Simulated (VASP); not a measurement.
```
HfN
1.0
    0.00000     2.24519     2.24519
    2.24519     0.00000     2.24519
    2.24519     2.24519     0.00000
Hf N
1 1
Cartesian
  0.00000   0.00000   0.00000
  2.24519   2.24519   2.24519
```

Level of theory: PBEsol GGA, VASP's PBE PAW potentials (set 64) (plane waves; VASP 6.6.1). Settings: 520 eV cut-off, 16×16×16 Γ-centred mesh, tetrahedra with Blöchl corrections, potentials Hf_pv N.

Unless said otherwise, spin-orbit coupling is left out, though it shifts the bands of the heavy elements here.

Task: Tabulate the total density of states (states/eV per cell) against energy (eV; zero at the valence-band maximum or, without a gap, the Fermi level).

Result: 
```
E (eV) | DOS (states/eV)
    -9.99 |  0.00
    -9.77 |  0.00
    -9.54 |  0.00
    -9.32 |  0.00
    -9.09 |  0.00
    -8.87 | # 0.11
    -8.64 | # 0.20
    -8.41 | ## 0.30
    -8.19 | ### 0.41
    -7.96 | #### 0.59
    -7.74 | ###### 0.87
    -7.51 | ###### 0.89
    -7.29 | ####### 0.95
    -7.06 | ####### 0.97
    -6.83 | ###### 0.83
    -6.61 | ##### 0.66
    -6.38 | #### 0.57
    -6.16 | ########## 1.35
    -5.93 | ################## 2.52
    -5.71 | ###################### 3.17
    -5.48 | ############################## 4.24
    -5.25 | ############### 2.08
    -5.03 | ########### 1.62
    -4.80 | ######### 1.24
    -4.58 | ####### 1.03
    -4.35 | ###### 0.90
    -4.13 | ##### 0.70
    -3.90 | ### 0.45
    -3.67 | # 0.17
    -3.45 | # 0.11
    -3.11 | # 0.08
    -2.88 | # 0.11
    -2.66 | # 0.14
    -2.43 | # 0.17
    -2.21 | # 0.20
    -1.98 | ## 0.24
    -1.76 | ## 0.27
    -1.53 | ## 0.30
    -1.30 | ## 0.34
    -1.08 | ### 0.38
    -0.85 | ### 0.42
    -0.63 | ### 0.46
    -0.40 | #### 0.53
    -0.18 | #### 0.59
     0.05 | #### 0.61
     0.28 | #### 0.63
     0.50 | ##### 0.66
     0.73 | ##### 0.71
     0.95 | ##### 0.74
     1.18 | ##### 0.69
     1.40 | ##### 0.75
     1.63 | ##### 0.72
     1.85 | ##### 0.74
     2.08 | ##### 0.76
     2.31 | ###### 0.85
     2.53 | ######## 1.10
     2.76 | ######## 1.17
     2.98 | ######### 1.23
     3.21 | ######### 1.33
     3.44 | ############# 1.77
```
Within 2 eV below the Fermi level the largest weight inside VASP's projection spheres is Hf d, then N p.

The structure comes from a measured HfN entry (Fm-3m) of the Crystallography Open Database, whose conditions weren't checked. It was relaxed first. The electron count is odd and the run is not spin-polarised, which forces a metal.
